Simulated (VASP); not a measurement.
# TbO (Pm-3m) in VASP: a series of runs

Runs on TbO. Level: PBEsol+U. Tasks: single point.

All numbers are computed with VASP 6.6.1; they aren't measurements. Logs are shortened: lines on timing, memory, paths and dates and some standing lists are left out, and cuts for length are marked.

## 1. The structure

Symmetry: Pm-3m, No. 221, cubic system. The conventional cell has a = 2.784 Å, b = 2.784 Å, c = 2.784 Å, α = 90.00°, β = 90.00°, γ = 90.00°. Tb (site symmetry m-3m) is surrounded by 8 O at 2.41 Å. O (site symmetry m-3m) has 8 Tb at 2.41 Å as nearest neighbours.

The cell comes from a database or a generator and needn't be the stable form of this composition.

## 2. Single point, PBEsol+U, collinear spin, ferromagnetic start

The input, INCAR:

```
SYSTEM = TbO
PREC     = Accurate       ! precision mode
ENCUT    = 520            ! plane-wave cutoff, eV
EDIFF    = 1E-6           ! SCF threshold, eV
ISMEAR   = 0              ! smearing method
SIGMA    = 0.05           ! smearing width, eV
LREAL    = .False.        ! projectors in reciprocal space
LASPH    = .True.         ! aspherical terms in the spheres
NELM     = 150            ! most SCF steps
ALGO     = Normal         ! electronic algorithm
ISIF     = 2              ! what is computed and relaxed
LWAVE    = .False.        ! write WAVECAR
LCHARG   = .True.         ! write CHGCAR
ISPIN    = 2              ! spin polarisation
MAGMOM   = 6 0            ! initial moments
LORBIT   = 11             ! projections on sites
LMAXMIX  = 6              ! l up to which the mixer works
LDAU     = .True.         ! DFT+U
LDAUTYPE = 2            
LDAUL    = 3 -1           ! shell
LDAUU    = 3 0            ! U, eV
LDAUJ    = 0 0          
LDAUPRINT= 1            
GGA      = PS             ! functional
LELF     = .True.         ! ELF
LVHAR    = .True.       
NBANDS   = 24             ! bands
```

The input, KPOINTS:

```
regular mesh
0
Gamma
  7 7 7
  0 0 0
```

The input, POSCAR:

```
TbO
1.0
    2.7838380500      0.0000000000      0.0000000000
    0.0000000000      2.7838380500      0.0000000000
    0.0000000000      0.0000000000      2.7838380500
Tb O
1 1
Direct
    0.0000000000      0.0000000000      0.0000000000
    0.5000000000      0.5000000000      0.5000000000
```

Potentials or basis: VASP PAW PBE potentials, release 64 (Tb, O).

The run is started by

```bash
cat potpaw_PBE.64/Tb/POTCAR potpaw_PBE.64/O/POTCAR > POTCAR
mpirun -np 1 vasp_std > vasp.out
```

OUTCAR:

```text
SYSTEM = TbO
   PREC = Accurate
   ENCUT = 520
   EDIFF = 1E-6
   ISMEAR = 0
   LREAL = .False.
   LASPH = .True.
   NELM = 150
   ISIF = 2
   ISPIN = 2
   LORBIT = 11
   GGA = PS

 ion  position               nearest neighbor table
   1  0.000  0.000  0.000-   2 2.41   2 2.41   2 2.41   2 2.41   2 2.41   2 2.41   2 2.41   2 2.41

   2  0.500  0.500  0.500-   1 2.41   1 2.41   1 2.41   1 2.41   1 2.41   1 2.41   1 2.41   1 2.41

  LATTYP: Found a simple cubic cell.
 ALAT       =     2.7838380500

  Lattice vectors:

 A1 = (   2.7838380500,   0.0000000000,   0.0000000000)
 A2 = (   0.0000000000,   2.7838380500,   0.0000000000)
 A3 = (   0.0000000000,   0.0000000000,   2.7838380500)

Analysis of symmetry for initial positions (statically):
=====================================================================
 Subroutine PRICEL returns:
 Original cell was already a primitive cell.

 Routine SETGRP: Setting up the symmetry group for a
 simple cubic supercell.

 Subroutine GETGRP returns: Found 48 space group operations
 (whereof 48 operations were pure point group operations)
 out of a pool of 48 trial point group operations.

The static configuration has the point symmetry O_h .

Analysis of symmetry for dynamics (positions and initial velocities):
=====================================================================
 Subroutine PRICEL returns:
 Original cell was already a primitive cell.

 Routine SETGRP: Setting up the symmetry group for a
 simple cubic supercell.

 Subroutine GETGRP returns: Found 48 space group operations
 (whereof 48 operations were pure point group operations)
 out of a pool of 48 trial point group operations.

The dynamic configuration has the point symmetry O_h .

Analysis of structural, dynamic, and magnetic symmetry:
=====================================================================
 Subroutine PRICEL returns:
 Original cell was already a primitive cell.

 Routine SETGRP: Setting up the symmetry group for a
 simple cubic supercell.

 Subroutine GETGRP returns: Found 48 space group operations
 (whereof 48 operations were pure point group operations)
 out of a pool of 48 trial point group operations.

The overall configuration has the point symmetry O_h .

 Subroutine INISYM returns: Found 48 space group operations
 (whereof 48 operations are pure point group operations),
 and found     1 'primitive' translations

----------------------------------------------------------------------------------------

                                     Primitive cell

  volume of cell :      21.5741

  direct lattice vectors                    reciprocal lattice vectors
     2.783838050  0.000000000  0.000000000     0.359216299  0.000000000  0.000000000
     0.000000000  2.783838050  0.000000000     0.000000000  0.359216299  0.000000000
     0.000000000  0.000000000  2.783838050     0.000000000  0.000000000  0.359216299

  length of vectors
[... 127 lines left out ...]
  0.0000  1.0019  0.0000 -0.0000 -0.0000  0.0000 -0.0000
 -0.0005  0.0000  0.9905  0.0000 -0.0000  0.0000 -0.0000
  0.0000 -0.0000  0.0000  0.9898 -0.0000  0.0000 -0.0000
  0.0000 -0.0000 -0.0000 -0.0000  0.9905 -0.0000  0.0005
  0.0000  0.0000  0.0000  0.0000 -0.0000  0.9909  0.0000
 -0.0000 -0.0000 -0.0000 -0.0000  0.0005  0.0000  0.9902

spin component  2

  0.2411  0.0000  0.1790 -0.0000 -0.0000  0.0000 -0.0000
  0.0000  0.0259  0.0000 -0.0000 -0.0000 -0.0000  0.0000
  0.1790  0.0000  0.1486  0.0000 -0.0000  0.0000 -0.0000
 -0.0000 -0.0000  0.0000  0.3797 -0.0000  0.0000 -0.0000
 -0.0000 -0.0000 -0.0000 -0.0000  0.1486 -0.0000 -0.1790
  0.0000 -0.0000  0.0000  0.0000 -0.0000  0.0100  0.0000
 -0.0000  0.0000 -0.0000 -0.0000 -0.1790  0.0000  0.2411

 occupancies and eigenvectors

  o =  0.0100  v =  0.0000  0.0000  0.0000  0.0000  0.0000  0.0000  0.0000  0.0013 -0.0000 -0.0017  0.0000  0.7906  0.0000  0.6124      0.0000  0.0000  0.0000  0.0000  0.0000  0.0000  0.0000  0.0000  0.0000  0.0000  0.0000  0.0000  0.0000  0.0000
  o =  0.0100  v =  0.0000  0.0000  0.0000  0.0000  0.0000  0.0000  0.0000  0.6124  0.0000 -0.7906  0.0000 -0.0017  0.0000 -0.0013      0.0000  0.0000  0.0000  0.0000  0.0000  0.0000  0.0000  0.0000  0.0000  0.0000  0.0000  0.0000  0.0000  0.0000
  o =  0.0100  v =  0.0000  0.0000  0.0000  0.0000  0.0000  0.0000  0.0000 -0.0000 -0.0000  0.0000 -0.0000 -0.0000  1.0000 -0.0000      0.0000  0.0000  0.0000  0.0000  0.0000  0.0000  0.0000  0.0000  0.0000  0.0000  0.0000  0.0000  0.0000  0.0000
  o =  0.0259  v =  0.0000  0.0000  0.0000  0.0000  0.0000  0.0000  0.0000  0.0000 -1.0000 -0.0000 -0.0000 -0.0000 -0.0000 -0.0000      0.0000  0.0000  0.0000  0.0000  0.0000  0.0000  0.0000  0.0000  0.0000  0.0000  0.0000  0.0000  0.0000  0.0000
  o =  0.3797  v =  0.0000  0.0000  0.0000  0.0000  0.0000  0.0000  0.0000  0.0000 -0.0000  0.0000 -0.0000 -0.6124 -0.0000  0.7906      0.0000  0.0000  0.0000  0.0000  0.0000  0.0000  0.0000  0.0000  0.0000  0.0000  0.0000  0.0000  0.0000  0.0000
  o =  0.3797  v =  0.0000  0.0000  0.0000  0.0000  0.0000  0.0000  0.0000  0.7906  0.0000  0.6124  0.0000  0.0000  0.0000 -0.0000      0.0000  0.0000  0.0000  0.0000  0.0000  0.0000  0.0000  0.0000  0.0000  0.0000  0.0000  0.0000  0.0000  0.0000
  o =  0.3797  v =  0.0000  0.0000  0.0000  0.0000  0.0000  0.0000  0.0000 -0.0000  0.0000 -0.0000  1.0000 -0.0000  0.0000  0.0000      0.0000  0.0000  0.0000  0.0000  0.0000  0.0000  0.0000  0.0000  0.0000  0.0000  0.0000  0.0000  0.0000  0.0000
  o =  0.9898  v =  0.0000  0.0000 -0.0000 -0.0001 -0.6124 -0.0000  0.7906  0.0000  0.0000  0.0000  0.0000  0.0000  0.0000  0.0000      0.0000  0.0000  0.0000  0.0000  0.0000  0.0000  0.0000  0.0000  0.0000  0.0000  0.0000  0.0000  0.0000  0.0000
  o =  0.9898  v = -0.7906  0.0000 -0.6124  0.0000  0.0000  0.0000 -0.0000  0.0000  0.0000  0.0000  0.0000  0.0000  0.0000  0.0000      0.0000  0.0000  0.0000  0.0000  0.0000  0.0000  0.0000  0.0000  0.0000  0.0000  0.0000  0.0000  0.0000  0.0000
  o =  0.9898  v =  0.0000 -0.0000  0.0000  1.0000 -0.0000 -0.0000  0.0000  0.0000  0.0000  0.0000  0.0000  0.0000  0.0000  0.0000      0.0000  0.0000  0.0000  0.0000  0.0000  0.0000  0.0000  0.0000  0.0000  0.0000  0.0000  0.0000  0.0000  0.0000
  o =  0.9909  v =  0.0000 -0.0000 -0.0000 -0.0000  0.0002 -1.0000  0.0002  0.0000  0.0000  0.0000  0.0000  0.0000  0.0000  0.0000      0.0000  0.0000  0.0000  0.0000  0.0000  0.0000  0.0000  0.0000  0.0000  0.0000  0.0000  0.0000  0.0000  0.0000
  o =  0.9909  v =  0.0000  0.0000  0.0000  0.0000 -0.7906 -0.0003 -0.6124  0.0000  0.0000  0.0000  0.0000  0.0000  0.0000  0.0000      0.0000  0.0000  0.0000  0.0000  0.0000  0.0000  0.0000  0.0000  0.0000  0.0000  0.0000  0.0000  0.0000  0.0000
  o =  0.9909  v = -0.6124 -0.0000  0.7906 -0.0000 -0.0000 -0.0000  0.0000  0.0000  0.0000  0.0000  0.0000  0.0000  0.0000  0.0000      0.0000  0.0000  0.0000  0.0000  0.0000  0.0000  0.0000  0.0000  0.0000  0.0000  0.0000  0.0000  0.0000  0.0000
  o =  1.0019  v =  0.0000  1.0000  0.0000  0.0000  0.0000 -0.0000 -0.0000  0.0000  0.0000  0.0000  0.0000  0.0000  0.0000  0.0000      0.0000  0.0000  0.0000  0.0000  0.0000  0.0000  0.0000  0.0000  0.0000  0.0000  0.0000  0.0000  0.0000  0.0000

 number of electron      25.0000009 magnetization       5.9795765

 Free energy of the ion-electron system (eV)
  ---------------------------------------------------
  ext. energy  EPLUGINS =         0.00000000
  ---------------------------------------------------
  free energy    TOTEN  =       -18.13675742 eV

  energy without entropy =      -18.12832372  energy(sigma->0) =      -18.13254057

 E-fermi :   8.2110     XC(G=0): -13.9751

 val. band max:        8.2067788985   @ k =   0.2857   0.2857   0.2857
 cond. band min:       8.2233160147   @ k =   0.4286   0.4286   0.1429
 fundamental gap:      0.0165371162
 Fermi energy:         8.2109776165

 spin component 1

 k-point     1 :       0.0000    0.0000    0.0000
  band No.  band energies     occupation
      1     -38.8471      1.00000
      2     -14.1166      1.00000
      3     -14.1166      1.00000
      4     -14.1166      1.00000
      5     -12.9080      1.00000
      6       1.9533      1.00000
[... 529 lines left out ...]
     23      24.6181      0.00000
     24      32.8912      0.00000
 Fermi energy:         8.2109776165

 spin component 2

 k-point     1 :       0.0000    0.0000    0.0000
  band No.  band energies     occupation
      1     -36.3727      1.00000
      2     -12.7717      1.00000
      3     -12.2066      1.00000
      4     -12.2066      1.00000
      5     -12.2066      1.00000
      6       3.7327      1.00000
[... 529 lines left out ...]
     23      25.8179      0.00000
     24      34.3898      0.00000

------------------------ aborting loop because EDIFF is reached ----------------------------------------

  FORCE on cell =-STRESS in cart. coord.  units (eV):
  Direction    XX          YY          ZZ          XY          YZ          ZX
  --------------------------------------------------------------------------------------
  -------------------------------------------------------------------------------------
  Total        4.8718849      4.8718849      4.8718849     -0.0000000     -0.0000000     -0.0000000
  in kB      361.8059504    361.8059504    361.8059504     -0.0000000     -0.0000000     -0.0000000
  external PRESSURE =     361.8059504 kB  Pullay stress =       0.0000000 kB

 VOLUME and BASIS-vectors are now :
 -----------------------------------------------------------------------------
  energy-cutoff  :      520.00
  volume of cell :       21.57
      direct lattice vectors                 reciprocal lattice vectors
     2.783838050  0.000000000  0.000000000     0.359216299  0.000000000  0.000000000
     0.000000000  2.783838050  0.000000000     0.000000000  0.359216299  0.000000000
     0.000000000  0.000000000  2.783838050     0.000000000  0.000000000  0.359216299

 POSITION                                       TOTAL-FORCE (eV/Angst)
 -----------------------------------------------------------------------------------
      0.00000      0.00000      0.00000         0.000000      0.000000      0.000000
      1.39192      1.39192      1.39192         0.000000      0.000000      0.000000
 -----------------------------------------------------------------------------------
    total drift:                                0.000000      0.000000     -0.000000

  FREE ENERGIE OF THE ION-ELECTRON SYSTEM (eV)
  ---------------------------------------------------
  free  energy   TOTEN  =       -18.1367574172 eV

  energy  without entropy=      -18.1283237201  energy(sigma->0) =      -18.13254057

 total charge

# of ion       s       p       d       f       tot
--------------------------------------------------
    1        2.032   5.650   0.901   8.126  16.710
    2        1.551   3.496   0.000   0.000   5.047
--------------------------------------------------
tot          3.583   9.146   0.901   8.126  21.757

 magnetization (x)

# of ion       s       p       d       f       tot
--------------------------------------------------
    1        0.002  -0.051   0.100   5.746   5.798
    2       -0.002   0.012   0.000   0.000   0.009
--------------------------------------------------
tot          0.000  -0.039   0.100   5.746   5.807
```

Run time: 37 s. Hardware: 1 thread of Intel Xeon 6975P-C (Granite Rapids), shared host; peak memory 0.17 GiB.

Results:

```yaml
Free_energy: -18.1368 eV
Pressure: 36.2 GPa
Band_gap_on_the_k_mesh: none (metal or under the smearing width)
Net_moment: 5.98 μB per cell
Site_moments: Tb +5.80; O +0.01 μB
Valence_electrons_inside_the_program's_atomic_spheres: Tb 16.71; O 5.05
```

Eigenvalues of the final occupation matrices:
```tsv
site	spin	trace	eigenvalues
site 1 f	1	6.94	0.99 0.99 0.99 0.99 0.99 0.99 1.00
site 1 f	2	1.20	0.01 0.01 0.01 0.03 0.38 0.38 0.38
```

Caveat: the magnetic or orbital state may not be the lowest; a pressure of tens of GPa on the cell as given is suspect, and the run, the potentials or the cell itself is likely at fault; the PAW data sets were made with another functional, which shifts forces and pressure a little; spin-orbit coupling is left out, which moves the levels of the heavy elements. The state reached can hang on the start; a lower one may exist.

## 3. Single point, PBEsol+U, collinear spin, antiferromagnetic start

This run uses another cell than the first one: it holds 4 atoms, not 2.

The input, INCAR:

```
ALGO = Normal
EDIFF = 1E-6
ENCUT = 520
GGA = PS
ISIF = 2
ISMEAR = 0
ISPIN = 2
LASPH = T
LCHARG = F
LDAU = T
LDAUJ = 0 0
LDAUL = 3 -1
LDAUPRINT = 1
LDAUTYPE = 2
LDAUU = 3 0
LMAXMIX = 6
LORBIT = 11
LREAL = F
LWAVE = F
MAGMOM = 6 -6 0 0
NELM = 120
PREC = Accurate
SIGMA = 0.05
```

The input, KPOINTS:

```
k-points
0
Gamma
  7 7 4
```

The input, POSCAR:

```
TbO
1.0
    2.7838380500      0.0000000000      0.0000000000
    0.0000000000      2.7838380500      0.0000000000
    0.0000000000      0.0000000000      5.5676761000
Tb O
2 2
Direct
    0.0000000000      0.0000000000      0.0000000000
    0.0000000000      0.0000000000      0.5000000000
    0.5000000000      0.5000000000      0.2500000000
    0.5000000000      0.5000000000      0.7500000000
```

Potentials or basis: VASP PAW PBE potentials, release 64 (Tb, O).

The run is started by

```bash
cat potpaw_PBE.64/Tb/POTCAR potpaw_PBE.64/O/POTCAR > POTCAR
mpirun -np 1 vasp_std > vasp.out
```

OUTCAR:

```text
EDIFF = 1E-6
   ENCUT = 520
   GGA = PS
   ISIF = 2
   ISMEAR = 0
   ISPIN = 2
   LASPH = T
   LORBIT = 11
   LREAL = F
   NELM = 120
   PREC = Accurate

 ion  position               nearest neighbor table
   1  0.000  0.000  0.000-   3 2.41   4 2.41   3 2.41   4 2.41   3 2.41   4 2.41   3 2.41   4 2.41
                             2 2.78   2 2.78
   2  0.000  0.000  0.500-   3 2.41   4 2.41   3 2.41   4 2.41   3 2.41   4 2.41   3 2.41   4 2.41
                             1 2.78   1 2.78
   3  0.500  0.500  0.250-   1 2.41   2 2.41   1 2.41   2 2.41   1 2.41   2 2.41   1 2.41   2 2.41

   4  0.500  0.500  0.750-   1 2.41   2 2.41   1 2.41   2 2.41   1 2.41   2 2.41   1 2.41   2 2.41

  LATTYP: Found a simple tetragonal cell.
 ALAT       =     2.7838380500
 C/A-ratio  =     2.0000000000

  Lattice vectors:

 A1 = (   2.7838380500,   0.0000000000,   0.0000000000)
 A2 = (   0.0000000000,   2.7838380500,   0.0000000000)
[... 1904 lines left out ...]
     29      10.2120      0.00000
     30      10.4286      0.00000

 [... further k-points ...]
[... 5 lines left out ...]
  --------------------------------------------------------------------------------------
  -------------------------------------------------------------------------------------
  Total       10.6520670     10.6520670     10.2903437      0.0000000     -0.0000000      0.0000000
  in kB      395.5328680    395.5328680    382.1013446      0.0000000     -0.0000000      0.0000000
  external PRESSURE =     391.0556935 kB  Pullay stress =       0.0000000 kB

 VOLUME and BASIS-vectors are now :
 -----------------------------------------------------------------------------
  energy-cutoff  :      520.00
  volume of cell :       43.15
      direct lattice vectors                 reciprocal lattice vectors
     2.783838050  0.000000000  0.000000000     0.359216299  0.000000000  0.000000000
     0.000000000  2.783838050  0.000000000     0.000000000  0.359216299  0.000000000
     0.000000000  0.000000000  5.567676100     0.000000000  0.000000000  0.179608149

 POSITION                                       TOTAL-FORCE (eV/Angst)
 -----------------------------------------------------------------------------------
      0.00000      0.00000      0.00000         0.000000     -0.000000     -0.000000
      0.00000      0.00000      2.78384         0.000000     -0.000000      0.000000
      1.39192      1.39192      1.39192        -0.000000      0.000000     -0.000000
      1.39192      1.39192      4.17576        -0.000000      0.000000     -0.000000
 -----------------------------------------------------------------------------------
    total drift:                                0.000000     -0.000000      0.000000

  FREE ENERGIE OF THE ION-ELECTRON SYSTEM (eV)
  ---------------------------------------------------
  free  energy   TOTEN  =       -37.0315477982 eV

  energy  without entropy=      -37.0286223302  energy(sigma->0) =      -37.03008506

 total charge

# of ion       s       p       d       f       tot
--------------------------------------------------
    1        2.030   5.661   0.788   8.290  16.769
    2        2.030   5.661   0.788   8.290  16.769
    3        1.552   3.502   0.000   0.000   5.054
    4        1.552   3.502   0.000   0.000   5.054
--------------------------------------------------
tot          7.163  18.327   1.576  16.579  43.645

 magnetization (x)

# of ion       s       p       d       f       tot
--------------------------------------------------
    1       -0.005  -0.053   0.006   5.538   5.485
    2        0.005   0.053  -0.006  -5.538  -5.485
    3        0.000   0.000   0.000   0.000   0.000
    4        0.000   0.000   0.000   0.000   0.000
--------------------------------------------------
tot          0.000   0.000   0.000   0.000   0.000
```

OSZICAR:

```text
N       E                     dE             d eps       ncg     rms          rms(c)
DAV:   1     0.358420029444E+03    0.35842E+03   -0.18618E+04  5172   0.839E+03
DAV:   2     0.519065099485E+02   -0.30651E+03   -0.28090E+03  5282   0.628E+02
DAV:   3    -0.220031865053E+02   -0.73910E+02   -0.72109E+02  6210   0.332E+02
DAV:   4    -0.321450957144E+02   -0.10142E+02   -0.97850E+01  6798   0.934E+01
[... 48 lines left out ...]
DAV:  53    -0.370315468556E+02    0.19493E-04   -0.36829E-05  5922   0.282E-01    0.554E-01
DAV:  54    -0.370315446659E+02    0.21897E-05   -0.62750E-05  6788   0.173E-01    0.459E-01
DAV:  55    -0.370315481885E+02   -0.35227E-05   -0.24657E-05  5768   0.678E-02    0.327E-01
DAV:  56    -0.370315477982E+02    0.39035E-06   -0.14458E-06  3338   0.588E-02
   1 F= -.37031548E+02 E0= -.37030085E+02  d E =-.292547E-02  mag=    -0.0000
```

Wall time 3.5 min (1 thread of Intel Xeon 6975P-C (Granite Rapids), shared host); peak memory 0.23 GiB.

What came out:

```yaml
Free_energy: -37.0315 eV
Pressure: 39.1 GPa
Band_gap_on_the_k_mesh: none (metal or under the smearing width)
Net_moment: 0.00 μB per cell
Site_moments: Tb +5.49, -5.49; O +0.00 μB
Valence_electrons_inside_the_program's_atomic_spheres: Tb 16.77; O 5.05
```

Eigenvalues of the final occupation matrices:
```
    site  spin  trace                         eigenvalues
site 1 f     1   6.92  0.98 0.98 0.99 0.99 0.99 0.99 1.00
site 1 f     2   1.38  0.01 0.01 0.01 0.01 0.02 0.66 0.66
site 2 f     1   1.38  0.01 0.01 0.01 0.01 0.02 0.66 0.66
site 2 f     2   6.92  0.98 0.98 0.99 0.99 0.99 0.99 1.00
```

Caveat: the magnetic or orbital state may not be the lowest; a pressure of tens of GPa on the cell as given is suspect, and the run, the potentials or the cell itself is likely at fault; the PAW data sets were made with another functional, which shifts forces and pressure a little; spin-orbit coupling is left out, which moves the levels of the heavy elements. The state reached can hang on the start; a lower one may exist.

(Continued in part 2 of 2.)
